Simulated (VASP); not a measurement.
Data:

```xyz
8
Lattice="0.0000 3.0905 3.0905 3.0905 0.0000 3.0905 12.3610 12.3610 0.0012" Properties=species:S:1:pos:R:3 pbc="T T T"
Cd    12.2591    12.2591     0.1031
Cd     6.2764     6.2764     6.0858
Cd     9.3077     9.3077     6.1451
Cd     9.2396     9.2396     0.0320
Te     1.5675     1.5675     1.5231
Se     4.6928     4.6928     1.4883
Se     7.7180     7.7180     1.5536
Se    10.7450    10.7450     1.6172
```

Method: PBEsol GGA, VASP's PBE PAW potentials (set 64) (plane waves; VASP). Settings: 400 eV cut-off, Gaussian smearing of 0.050 eV, potentials Cd Te Se.

Unless said otherwise, spin-orbit coupling is left out, though it shifts the bands of the heavy elements here.

Question: Estimate the band gap (along the path) with the smallest direct gap where there is one.

Answer: 
The band gap (along the path) is none (metal, semimetal or under 0.01 eV).

Only differences to runs with the same potentials and settings are physical.

The structure was generated: Cd4Se3Te was put into an ordered model structure (R3m), which need not be its known phase. It was relaxed first.
